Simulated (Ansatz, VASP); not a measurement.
**H26C12S3O7: VASP beside Ansatz**

Aim: how closely do two programs agree when they are given the same cell, functional and k mesh? The cell is taken from a series of runs on this material, whose earlier steps may have relaxed, scaled, displaced or heated it; both programs get it as it stands.

Program: Ansatz 0.2.0. Level of theory: plane waves, with VASP 6.6.1 beside it; single point at revPBE with D3(BJ). Results are calculated unless marked as measured.

**1. Set-up**

The cell holds 192 atoms: 28 O, 12 S, 48 C and 104 H. Cell: a = 13.149 Å, b = 13.149 Å, c = 13.149 Å, α = 90.0°, β = 90.0°, γ = 90.0°.

**2. VASP: single point, revPBE with D3(BJ)**

A single point gives forces, pressure and levels at one fixed geometry, so differences don't come from the geometry; what else differs is listed under the comparison.

Lines of VASP's logs that name or quote its potential files are left out, and so is its time.

INCAR reads:

```
SYSTEM = H26C12S3O7
PREC = Accurate
ENCUT = 600
EDIFF = 1E-06
NELM = 120
ISMEAR = 0
SIGMA = 0.01
LREAL = Auto
ALGO = Normal
GGA = RE
IVDW = 12
NBANDS = 402
LORBIT = 11
LWAVE = .FALSE.
LCHARG = .FALSE.
ISIF = 2
LASPH = .TRUE.
GGA_COMPAT = .FALSE.
EFERMI = MIDGAP
```

POSCAR reads:

```
H26C12S3O7
1.0
   13.1485600000      0.0000000000      0.0000000000
    0.0000000000     13.1485600000      0.0000000000
    0.0000000000      0.0000000000     13.1485600000
O S C H
28 12 48 104
Direct
    0.4023900000      0.2609800000      0.9935100000
    0.5204000000      0.1566800000      0.8808400000
    0.5782800000      0.7017900000      0.0378200000
    0.5743000000      0.6902000000      0.2230500000
    0.6087400000      0.7310800000      0.5475300000
    0.7609500000      0.8365400000      0.5672100000
    0.2956900000      0.6038700000      0.5572200000
    0.3958300000      0.7642900000      0.6084300000
    0.4136100000      0.3242600000      0.5709600000
    0.4892000000      0.3117300000      0.3919700000
    0.9441700000      0.4526000000      0.3674600000
    0.9207700000      0.6390400000      0.3343900000
    0.9374600000      0.0304400000      0.0512400000
    0.0541900000      0.0509200000      0.9053100000
    0.2650700000      0.8772600000      0.3513700000
    0.2359100000      0.8732200000      0.1608800000
    0.6974900000      0.9631100000      0.0403000000
    0.7299200000      0.9606700000      0.2307900000
    0.2468900000      0.4915700000      0.0181900000
    0.1903500000      0.3790700000      0.8764400000
    0.8978700000      0.1110400000      0.5853000000
    0.0705200000      0.1151900000      0.5096900000
    0.7936800000      0.2379500000      0.9020800000
    0.8523400000      0.4090200000      0.8347300000
    0.2707800000      0.9240700000      0.5649900000
    0.5613000000      0.8701000000      0.9255800000
    0.1128600000      0.9360600000      0.7242300000
    0.5775400000      0.5713600000      0.4152600000
    0.4199200000      0.1867300000      0.9092600000
    0.6222900000      0.6625800000      0.1294600000
[... 156 atom lines left out ...]
    0.5669800000      0.7968500000      0.9452400000
    0.6139500000      0.9104800000      0.9627600000
    0.1620500000      0.9480100000      0.6674600000
    0.0931800000      0.0026900000      0.7551700000
    0.5872400000      0.6273400000      0.4658200000
    0.5334500000      0.5959500000      0.3583800000
```

KPOINTS reads:

```
Automatic mesh
0
Gamma
1 1 1
0 0 0
```

PAW data sets: O, S, C and H (PBE family, release 64).

Launch:

```
export OMP_NUM_THREADS=3
mpirun -np 1 vasp_gam
```

Numbers of over 12 decimals in the logs are rounded to 6 here.

What it wrote:

```text
[banner, memory and clock lines left out]
running    1 mpi-ranks, on    1 nodes
[...]
Offloading initialized ...    1 GPUs detected
[...]
|                                                                             |
|               ----> ADVICE to this user running VASP <----                  |
|                                                                             |
|     You enforced a specific xc type in the INCAR file but a different       |
|     [... a line on the potential file left out ...]
|     I HOPE YOU KNOW WHAT YOU ARE DOING!                                     |
|                                                                             |

 LDA part: xc-table for (Slater+PW92), standard interpolation
 POSCAR, INCAR and KPOINTS ok, starting setup
[...]
entering main loop
       N       E                     dE             d eps       ncg     rms          rms(c)
DAV:   1     0.464119453980E+04    0.46412E+04   -0.29682E+05   812   0.137E+03
DAV:   2    -0.578078030948E+03   -0.52193E+04   -0.49658E+04  1024   0.305E+02
DAV:   3    -0.112538599425E+04   -0.54731E+03   -0.54286E+03  1000   0.103E+02
DAV:   4    -0.113887064704E+04   -0.13485E+02   -0.13417E+02  1024   0.178E+01
[...]
DAV:  20    -0.102115027648E+04    0.46085E-05   -0.68140E-06   872   0.542E-03    0.372E-03
DAV:  21    -0.102115027465E+04    0.18354E-05   -0.93932E-07   688   0.270E-03    0.163E-03
DAV:  22    -0.102115027385E+04    0.80151E-06   -0.65378E-07   640   0.242E-03
   1 F= -.10424950E+04 E0= -.10424950E+04  d E =0.000000E+00
```

From OUTCAR (step 2):

```text
  FREE ENERGIE OF THE ION-ELECTRON SYSTEM (eV)
  ---------------------------------------------------
  free  energy   TOTEN  =     -1042.4950147640 eV

  energy  without entropy=    -1042.4950147640  energy(sigma->0) =    -1042.49501476
```

The run ends at a pressure of 3.75 GPa, with forces up to 5.7 eV/Å.

**3. Ansatz: single point, revPBE with D3(BJ)**

Ansatz runs on its default PAW (the set named soft_2) files.

The same cell, functional and mesh now go to Ansatz, which takes its cutoff from its data sets.

input.yaml reads:

```yaml
crystal:
  lattice:
    - [13.14856, 0.0, 0.0]
    - [0.0, 13.14856, 0.0]
    - [0.0, 0.0, 13.14856]
  atoms:
    - { symbol: O, position: [0.40239, 0.26098, 0.99351] }
    - { symbol: S, position: [0.41992, 0.18673, 0.90926] }
    - { symbol: O, position: [0.5204, 0.15668, 0.88084] }
    - { symbol: C, position: [0.35903, 0.22721, 0.79571] }
    - { symbol: C, position: [0.26698, 0.15771, 0.77634] }
    - { symbol: C, position: [0.29157, 0.05495, 0.83027] }
    - { symbol: C, position: [0.3491, 0.07447, 0.9275] }
    - { symbol: H, position: [0.33784, 0.30967, 0.80231] }
    - { symbol: H, position: [0.41448, 0.2117, 0.73934] }
    - { symbol: H, position: [0.23893, 0.15106, 0.69796] }
    - { symbol: H, position: [0.20361, 0.18842, 0.81989] }
    - { symbol: H, position: [0.23216, 0.01341, 0.85475] }
    - { symbol: H, position: [0.33773, 0.01462, 0.7783] }
    - { symbol: H, position: [0.39401, 0.01766, 0.95046] }
    - { symbol: H, position: [0.30059, 0.09897, 0.99098] }
    - { symbol: O, position: [0.57828, 0.70179, 0.03782] }
    - { symbol: S, position: [0.62229, 0.66258, 0.12946] }
    - { symbol: O, position: [0.5743, 0.6902, 0.22305] }
    - { symbol: C, position: [0.74777, 0.6847, 0.13517] }
    - { symbol: C, position: [0.79272, 0.5967, 0.07177] }
    - { symbol: C, position: [0.73578, 0.50575, 0.10809] }
    - { symbol: C, position: [0.62549, 0.52836, 0.1133] }
    - { symbol: H, position: [0.76742, 0.75219, 0.0933] }
    - { symbol: H, position: [0.77997, 0.6931, 0.21331] }
    - { symbol: H, position: [0.87471, 0.59914, 0.09042] }
    - { symbol: H, position: [0.78046, 0.62209, 0.98836] }
    - { symbol: H, position: [0.7491, 0.4423, 0.0646] }
    - { symbol: H, position: [0.76455, 0.48022, 0.18191] }
    - { symbol: H, position: [0.6055, 0.49988, 0.19195] }
    - { symbol: H, position: [0.57742, 0.50387, 0.04624] }
[... 156 atom lines left out ...]
    - { symbol: O, position: [0.11286, 0.93606, 0.72423] }
    - { symbol: H, position: [0.16205, 0.94801, 0.66746] }
    - { symbol: H, position: [0.09318, 0.00269, 0.75517] }
    - { symbol: O, position: [0.57754, 0.57136, 0.41526] }
    - { symbol: H, position: [0.58724, 0.62734, 0.46582] }
    - { symbol: H, position: [0.53345, 0.59595, 0.35838] }
kpoints:
  mp_grid: { grid: [1, 1, 1] }
hamiltonian:
  xc: revpbe
  dispersion: d3bj
scf:
  occupations: { method: fixed }
output:
  forces: true
  stress: true
  populations: true
  dos:
    method: { smearing: { sigma: 0.15 } }
    de: 0.1
    projected: { site_lists: { C: [C], H: [H], O: [O], S: [S] } }
  eigenvalues: true
  write_density: true
  write_potential: true
  volumetric_format: npy
  elf: true
```

Launch:

```
ansatz run input.yaml --threads 4 --pin off --max-ram 8192MiB --backend cpu --events-out ev --progress --plain --runs-dir out
```

What it wrote:

```text
Engine: ansatz 0.2.0, x86_64-unknown-linux-gnu
Pseudopotentials: kind: paw
Pseudopotential: O, paw, valence charge 6, recommended cutoff 420 eV (normal), O.paw.azcp
Pseudopotential: S, paw, valence charge 6, recommended cutoff 420 eV (normal), S.paw.azcp
Pseudopotential: C, paw, valence charge 4, recommended cutoff 420 eV (normal), C.paw.azcp
Pseudopotential: H, paw, valence charge 1, recommended cutoff 420 eV (normal), H.paw.azcp
Functional definition: revPBE
  parameter kappa = 1.245
  parameter beta = 0.066725
  exchange = pbe_x(kappa = kappa, mu = beta*pi^2/3)
  correlation = pbe_c(beta = beta)
Crystal: 192 atoms, lattice volume = 2273.184 Å³
Basis set: ecut = 420 eV, 44299 PW (Γ), exchange–correlation on 180×180×180 points (8 copies of the dense FFT grid, shifted against one another)
Bands: 460, of which v1, the nominal top of the filled ones, is band 268 counted from 1 (267 counted from 0)
Symmetry: 1 space group operations
Space group: P1 (ITA 1), of the structure as read, at distance tolerance 1.3e-4 Å
k-points: 1
Non-local potential: O, projectors of the file, l = 0: 2, l = 1: 2, l = 2: 1
Non-local potential: S, projectors of the file, l = 0: 2, l = 1: 2, l = 2: 2
Non-local potential: C, projectors of the file, l = 0: 2, l = 1: 2, l = 2: 1
Non-local potential: H, projectors of the file, l = 0: 2, l = 1: 1
PAW form: soft (Blöchl's): semilocal exchange-correlation on the pseudo side does not see the compensation charge
PAW frozen core: O, regenerated for the run's functional, and the local potential with it (the file was generated under x = pbe(κ = 0.804, μ = 0.219515), c = pbe(β = 0.066725))
PAW frozen core: S, regenerated for the run's functional, and the local potential with it (the file was generated under x = pbe(κ = 0.804, μ = 0.219515), c = pbe(β = 0.066725))
PAW frozen core: C, regenerated for the run's functional, and the local potential with it (the file was generated under x = pbe(κ = 0.804, μ = 0.219515), c = pbe(β = 0.066725))
PAW one-centre angular grid: O, 110 points (default); XC on 64 Gauss nodes
PAW one-centre angular grid: S, 110 points (default); XC on 64 Gauss nodes
PAW one-centre angular grid: C, 110 points (default); XC on 64 Gauss nodes
PAW one-centre angular grid: H, 110 points (default); XC on 64 Gauss nodes
Initial density: superposition of atomic densities (neutral atoms: chi_scale 0, normalization atom), corrected by the library's trained network
Initial wavefunctions: pseudopotential atomic-orbital guess
Functional: x = revpbe(κ = 1.245, μ = 0.219515), c = pbe(β = 0.066725)
SCF iter   1: F=—  HF=-40542.388091 eV  |F-HF|=—  |Δ(HF+E_count)|=         —  Δρ=7.91e-3  dr2=1.64e0  ethr=1.77e-3  ⟨swp⟩=5.0  Hψ=1743  notcnv=0  defer=187
preconditioner: auto → Resta (q_TF=auto, 2.144 Å⁻¹)  ε∞=2.3  [insulator: Δε(μ)=4.933 eV  Ē_g=15.326 eV  n_scr=388 (ndim 8)  ℏωp=17.6 eV  f_vac=0.303  ε∞_Penn≈2.3]
SCF iter   2: F=—  HF=-40542.002563 eV  |F-HF|=—  |Δ(HF+E_count)|=   3.86e-1  Δρ=4.27e-3  dr2=3.01e-1  ethr=3.05e-4  ⟨swp⟩=2.0  Hψ=790  notcnv=0  defer=187
SCF iter   3: F=—  HF=-40541.991429 eV  |F-HF|=—  |Δ(HF+E_count)|=   1.11e-2  Δρ=1.66e-3  dr2=8.07e-2  ethr=5.62e-5  ⟨swp⟩=3.0  Hψ=546  notcnv=0  defer=190
SCF iter   4: F=—  HF=-40541.989889 eV  |F-HF|=—  |Δ(HF+E_count)|=   1.54e-3  Δρ=6.00e-4  dr2=1.04e-2  ethr=1.50e-5  ⟨swp⟩=3.0  Hψ=416  notcnv=0  defer=190
SCF iter   5: F=—  HF=-40541.987160 eV  |F-HF|=—  |Δ(HF+E_count)|=   2.73e-3  Δρ=2.66e-4  dr2=1.90e-3  ethr=1.95e-6  ⟨swp⟩=3.0  Hψ=541  notcnv=0  defer=190
SCF iter   6: F=—  HF=-40541.986225 eV  |F-HF|=—  |Δ(HF+E_count)|=   9.35e-4  Δρ=1.34e-4  dr2=4.17e-4  ethr=3.54e-7  ⟨swp⟩=2.0  Hψ=542  notcnv=0  defer=190
SCF iter   7: F=—  HF=-40541.985993 eV  |F-HF|=—  |Δ(HF+E_count)|=   2.32e-4  Δρ=3.00e-5  dr2=2.59e-5  ethr=7.78e-8  ⟨swp⟩=2.0  Hψ=792  notcnv=0  defer=190
SCF iter   8: F=—  HF=-40541.986467 eV  |F-HF|=—  |Δ(HF+E_count)|=   4.74e-4  Δρ=1.97e-5  dr2=8.70e-6  ethr=4.84e-9  ⟨swp⟩=2.0  Hψ=544  notcnv=0  defer=190
SCF iter   9: F=—  HF=-40541.986464 eV  |F-HF|=—  |Δ(HF+E_count)|=   3.03e-6  Δρ=5.87e-6  dr2=8.53e-7  ethr=1.62e-9  ⟨swp⟩=2.0  Hψ=542  notcnv=0  defer=190
SCF iter  10: F=—  HF=-40541.986464 eV  |F-HF|=—  |Δ(HF+E_count)|=   5.49e-8  Δρ=2.72e-6  dr2=1.65e-7  ethr=1.59e-10  ⟨swp⟩=2.0  Hψ=542  notcnv=0  defer=190
SCF iter  11: F=-40541.986464 eV  HF=-40541.986464 eV  |F-HF|=2.29e-8  |Δ(HF+E_count)|=   6.76e-9  Δρ=1.13e-6  dr2=2.81e-8  ethr=1.87e-11  ⟨swp⟩=22.0  Hψ=4659  notcnv=0
SCF 1 converged in 11 iterations: F = -40541.986464 eV  dr2 = 2.81e-8
  greatest PAW one-centre occupation: 0.884 electrons in one spin orbital (limit 2), on the O atom at site 135 (counted from 0), in its partial waves of l = 0
[...]
--- Löwdin populations: 192 sites ---
  site symbol       q [e]
     0      O      6.7669
     1      S      3.9082
     2      O      6.7628
     3      C      4.4676
     4      C      4.2688
     5      C      4.2895
     6      C      4.4859
     7      H      0.7766
     8      H      0.7686
     9      H      0.7953
    10      H      0.8009
    11      H      0.7680
    12      H      0.8071
    13      H      0.7349
    14      H      0.7939
    15      O      6.7622
    16      S      3.8079
    17      O      6.7566
    18      C      4.5046
    19      C      4.2391
    20      C      4.2921
    21      C      4.4564
    22      H      0.7669
    23      H      0.7569
[...]
184      H      0.6154
   185      H      0.6205
   186      O      6.7341
   187      H      0.6053
   188      H      0.6116
   189      O      6.7365
   190      H      0.6141
   191      H      0.6144
  spilling = 0.019055 (of n_electrons = 536.000000)
```

**4. Comparison**

Known differences besides the potentials themselves: fixed occupations in Ansatz, narrow Gaussian smearing in VASP; the cutoff is 420 eV in Ansatz and 600 eV in VASP (PREC = Accurate, projectors in real space); Ansatz makes its cores anew for this functional, VASP keeps those of its PBE data sets. Total energies have different zeros and are not compared.

The two programs side by side:

```tsv
quantity	Ansatz	VASP	difference
pressure (GPa)	4.27	3.75	+0.52
gap on the k mesh (eV)	4.857	4.842	+0.015
```

Forces on 10 of the 192 atoms, those with the largest forces and the largest differences (eV/Å; atoms numbered as in POSCAR):

```tsv
atom	Ansatz x, y, z	VASP x, y, z
O6	2.078, 0.352, 0.163	1.644, 0.305, 0.194
O14	1.886, 1.842, -1.640	1.587, 1.539, -1.368
O19	1.591, 1.821, 1.081	1.301, 1.481, 0.904
C44	-2.531, 3.297, 0.008	-2.484, 3.332, 0.010
C57	-3.529, -3.761, 0.180	-3.465, -3.800, 0.188
C69	1.573, -1.669, -5.199	1.615, -1.637, -5.183
C85	-0.659, 3.539, -1.767	-0.597, 3.501, -1.759
H95	2.568, -3.033, 1.143	2.574, -3.029, 1.143
H122	2.022, 3.233, -1.126	2.024, 3.225, -1.122
H145	-1.783, 0.199, 3.313	-1.781, 0.201, 3.315
```

The forces differ by 87 meV/Å r.m.s., which is 7.5 % of the r.m.s. force of 1.161 eV/Å (both taken over all components). A gap on the mesh is an upper bound, since the band edges may lie between its points.

**5. What came out**

| Property | Result |
| --- | --- |
| r.m.s. force difference (single point, revPBE with D3(BJ)) | 7.5 % of the r.m.s. force |
| difference in pressure (single point, revPBE with D3(BJ)) | 0.52 GPa |

What this shows: The r.m.s. force difference is 7.5 % of the r.m.s. force (single point, revPBE with D3(BJ)), beyond the 3 % picked in this series as the mark of a large difference. What causes the difference of the single point, revPBE with D3(BJ) pair stays open here. How closely two codes agree says nothing of how well the functional describes the real material.

[Lines on the potential files, build, host, timing and source positions are cut from VASP's logs without a mark.]

[Logs are printed without paths, hosts, clocks, repeated set-up lines and the standing remarks that a program may print on its own settings, such as how far it seeks lower states.]

[Hosts, paths, dates, database ids (printed as entryN), source tags and the programs' standing remarks are cut or masked in the printed files.]
